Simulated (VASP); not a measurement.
Here is the system:

```
Zn
1.0
    2.64366     0.00000     0.00000
   -1.32183     2.28947     0.00000
    0.00000     0.00000     4.64982
Zn
2
Direct
  0.66667   0.33333   0.75000
  0.33333   0.66667   0.25000
```

All values below come from PBEsol GGA, VASP's PBE PAW potentials (set 64) (plane waves; VASP). Run with 480 eV cut-off, 14×14×7 Γ-centred mesh, first-order Methfessel-Paxton smearing of 0.10 eV, potentials Zn.

Predict the energy per atom (σ→0), band gap (on the k-mesh) with the smallest direct gap where there is one.

| Quantity | Result |
|---|---|
| band gap (on the k-mesh) | none (metal, semimetal or under 0.01 eV) |
| energy per atom (σ→0) | -153.0 kJ/mol of atoms |

Total energies compare only between runs with the same potentials, cut-off and functional.

The compound is Zn in the hcp structure. It was relaxed first, which changed the volume by -7 %. The start is the result of an earlier pass.
